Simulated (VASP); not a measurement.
Output of a VASP run:

File OUTCAR:
```
 ion  position               nearest neighbor table
   1  0.125  0.125  0.125-   2 2.63   3 2.63   4 2.63   4 2.63   3 2.63   2 2.63   5 3.08   6 3.08
                             5 3.08   6 3.08   5 3.08   6 3.08
   2  0.625  0.125  0.125-   1 2.63   4 2.63   3 2.63   1 2.63   3 2.63   4 2.63   6 3.08   5 3.08
                             6 3.08   5 3.08   6 3.08   5 3.08
   3  0.125  0.625  0.125-   1 2.63   4 2.63   1 2.63   2 2.63   4 2.63   2 2.63   6 3.08   5 3.08
                             5 3.08   6 3.08   5 3.08   6 3.08
   4  0.125  0.125  0.625-   1 2.63   1 2.63   2 2.63   3 2.63   3 2.63   2 2.63   6 3.08   5 3.08
                             5 3.08   6 3.08   5 3.08   6 3.08
   5  0.750  0.750  0.750-   2 3.08   3 3.08   4 3.08   1 3.08   2 3.08   3 3.08   1 3.08   2 3.08
                             4 3.08   1 3.08   3 3.08   4 3.08   6 3.22   6 3.22   6 3.22   6 3.22
   6  0.500  0.500  0.500-   2 3.08   3 3.08   4 3.08   1 3.08   2 3.08   4 3.08   1 3.08   2 3.08
                             3 3.08   1 3.08   3 3.08   4 3.08   5 3.22   5 3.22   5 3.22   5 3.22
  LATTYP: Found a face centered cubic cell.
 ALAT       =     7.4372960000
 Subroutine PRICEL returns:
 Original cell was already a primitive cell.
 Subroutine GETGRP returns: Found 48 space group operations
The static configuration has the point symmetry T_d .
 The point group associated with its full space group is O_h .
The dynamic configuration has the point symmetry T_d .
 Subroutine INISYM returns: Found 48 space group operations
 Subroutine IBZKPT returns following result:
 Found     10 irreducible k-points:

 Following reciprocal coordinates:
            Coordinates               Weight
  0.000000  0.000000  0.000000      1.000000
  0.200000  0.000000  0.000000      8.000000
  0.400000  0.000000  0.000000      8.000000
  0.200000  0.200000  0.000000      6.000000
  0.400000  0.200000  0.000000     24.000000
 -0.400000  0.200000  0.000000     24.000000
 -0.200000  0.200000  0.000000     12.000000
  0.400000  0.400000  0.000000      6.000000
 -0.400000  0.400000  0.000000     12.000000
 -0.400000  0.400000  0.200000     24.000000
   k-points           NKPTS =     10   k-points in BZ     NKDIM =     10   number of bands    NBANDS=     45
   number of dos      NEDOS =    301   number of ions     NIONS =      6
   total plane-waves  NPLWV =  27000
   dimension x,y,z NGX =    30 NGY =   30 NGZ =   30
   dimension x,y,z NGXF=    60 NGYF=   60 NGZF=   60
   ions per type =               4   2
   PREC   = accura    normal or accurate (medium, high low for compatibility)
   ISTART =      0    job   : 0-new  1-cont  2-samecut
   ICHARG =      2    charge: 1-file 2-atom 10-const
   ISPIN  =      1    spin polarized calculation?
   LNONCOLLINEAR =      F non collinear calculations
   LSORBIT =      F    spin-orbit coupling
   INIWAV =      1    electr: 0-lowe 1-rand  2-diag
   ENCUT  =  300.0 eV  22.05 Ry    4.70 a.u.   7.43  7.43  7.43*2*pi/ulx,y,z
   NELM   =    100;   NELMIN=  2; NELMDL= -5     # of ELM steps
   EDIFF  = 0.1E-05   stopping-criterion for ELM
   LREAL  =      F    real-space projection
   NLSPLINE    = F    spline interpolate recip. space projectors
   LMAXMIX     =    4 max onsite mixed and CHGCAR
   VOSKOWN=      0    Vosko Wilk Nusair interpolation
   EDIFFG = 0.1E-04   stopping-criterion for IOM
   NSW    =      0    number of steps for IOM
   NBLOCK =      1;   KBLOCK =      1    inner block; outer block
   IBRION =     -1    ionic relax: 0-MD 1-quasi-New 2-CG
   NFREE  =      0    steps in history (QN), initial steepest desc. (CG)
   ISIF   =      2    stress and relaxation
   ISYM   =      2    0-nonsym 1-usesym 2-fastsym
   TEIN   =    0.0    initial temperature
   TEBEG  =    0.0;   TEEND  =   0.0 temperature during run
   SMASS  =  -3.00    Nose mass-parameter (am)
   PSTRESS=    0.0 pullay stress
   NELECT =      76.0000    total number of electrons
   EFERMI =   0.00;   METHOD = LEGACY
   ISMEAR =    -1;   SIGMA  =   0.10  broadening in eV -4-tet -1-fermi 0-gaus
   IALGO  =     38    algorithm
   LDIAG  =      T    sub-space diagonalisation (order eigenvalues)
   IMIX   =      4    mixing-type and parameters
     AMIX     =   0.40;   BMIX     =  1.00
     AMIX_MAG =   1.60;   BMIX_MAG =  1.00
     AMIN     =   0.10
   GGA     = PE    functional components
   VOSKOWN =     0    Vosko Wilk Nusair interpolation
   LHFCALC =     F    Hartree Fock is set to
...
```

OSZICAR:
```
       N       E                     dE             d eps       ncg     rms          rms(c)
DAV:   1     0.631077481672E+03    0.63108E+03   -0.28882E+04   964   0.163E+03
DAV:   2     0.231484443620E+02   -0.60793E+03   -0.59519E+03   910   0.445E+02
DAV:   3    -0.250606190238E+02   -0.48209E+02   -0.46731E+02  1014   0.132E+02
DAV:   4    -0.267075728404E+02   -0.16470E+01   -0.16031E+01  1091   0.206E+01
DAV:   5    -0.267359455358E+02   -0.28373E-01   -0.28340E-01   993   0.225E+00    0.113E+01
DAV:   6    -0.249348758411E+02    0.18011E+01   -0.94587E+00  1095   0.240E+01    0.445E+00
DAV:   7    -0.247882403911E+02    0.14664E+00   -0.73661E-01  1120   0.501E+00    0.349E+00
DAV:   8    -0.247290175175E+02    0.59223E-01   -0.24796E-01  1092   0.397E+00    0.109E+00
DAV:   9    -0.247174588103E+02    0.11559E-01   -0.33926E-02  1072   0.149E+00    0.283E-01
DAV:  10    -0.247172942607E+02    0.16455E-03   -0.39231E-03   965   0.426E-01    0.501E-02
DAV:  11    -0.247172592150E+02    0.35046E-04   -0.19606E-04  1082   0.911E-02    0.247E-02
DAV:  12    -0.247172594403E+02   -0.22525E-06   -0.16093E-05   975   0.278E-02    0.533E-03
DAV:  13    -0.247172594669E+02   -0.26628E-07   -0.10479E-06   555   0.955E-03
   1 F= -.24717259E+02 E0= -.24652401E+02  d E =-.129717E+00
```

### OUTCAR
```
------------------------ aborting loop because EDIFF is reached ----------------------------------------
  FORCE on cell =-STRESS in cart. coord.  units (eV):
  Direction    XX          YY          ZZ          XY          YZ          ZX
  --------------------------------------------------------------------------------------
  Total      -12.8835252    -12.8835252    -12.8835252     -0.0000000     -0.0000000     -0.0000000
  in kB     -200.7058759   -200.7058759   -200.7058759     -0.0000000     -0.0000000     -0.0000000
  external PRESSURE =    -200.7058759 kB  Pullay stress =       0.0000000 kB
  volume of cell :      102.85
      direct lattice vectors                 reciprocal lattice vectors
     0.000000000  3.718648000  3.718648000    -0.134457469  0.134457469  0.134457469
     3.718648000  0.000000000  3.718648000     0.134457469 -0.134457469  0.134457469
     3.718648000  3.718648000  0.000000000     0.134457469  0.134457469 -0.134457469
 POSITION                                       TOTAL-FORCE (eV/Angst)
 -----------------------------------------------------------------------------------
      0.92966      0.92966      0.92966        -0.000000      0.000000     -0.000000
      0.92966      2.78899      2.78899        -0.000000      0.000000     -0.000000
      2.78899      0.92966      2.78899        -0.000000      0.000000     -0.000000
      2.78899      2.78899      0.92966        -0.000000      0.000000     -0.000000
      5.57797      5.57797      5.57797         0.000000     -0.000000      0.000000
      3.71865      3.71865      3.71865        -0.000000     -0.000000     -0.000000
 -----------------------------------------------------------------------------------
    total drift:                                0.000000      0.000000      0.000000
  FREE ENERGIE OF THE ION-ELECTRON SYSTEM (eV)
  ---------------------------------------------------
  free  energy   TOTEN  =       -24.7172594669 eV

  energy  without entropy=      -24.5875424855  energy(sigma->0) =      -24.65240098
```
(Selected blocks of OUTCAR.)

POSCAR:
```
Zn2Mo
1
    0.0000000000     3.7186480000     3.7186480000
    3.7186480000     0.0000000000     3.7186480000
    3.7186480000     3.7186480000     0.0000000000
Zn Mo
4 2
Direct
  0.1250000000   0.1250000000   0.1250000000
  0.6250000000   0.1250000000   0.1250000000
  0.1250000000   0.6250000000   0.1250000000
  0.1250000000   0.1250000000   0.6250000000
  0.7500000000   0.7500000000   0.7500000000
  0.5000000000   0.5000000000   0.5000000000
```

Problem. Reconstruct the remaining input files.

Solution. This is not unique; one that fits is the input of the run itself, PBE GGA, plane waves, VASP's PBE PAW potentials (set 64).

KPOINTS:
```
kpoints
0
Gamma
 5 5 5
```

### INCAR
```
ALGO  =  Normal
EDIFF  =  1E-6
ENCUT  =  300
GGA  =  PE
ISIF  =  2
ISMEAR  =  -1
LASPH  =  .TRUE.
LCHARG  =  .FALSE.
LMAXMIX  =  4
LREAL  =  .FALSE.
LWAVE  =  .FALSE.
NELM  =  100
PREC  =  Accurate
SIGMA  =  0.1
SYSTEM  =  Zn2Mo
```

POTCAR, in this order: Zn Mo_sv (PBE.64 set). Program: vasp_std.

At this cut-off the stress carries a Pulay error, which pulls relaxed volumes low.

The structure was generated: Zn2Mo was put into an ordered model structure, which need not be its known phase. The cell was not relaxed at this level.
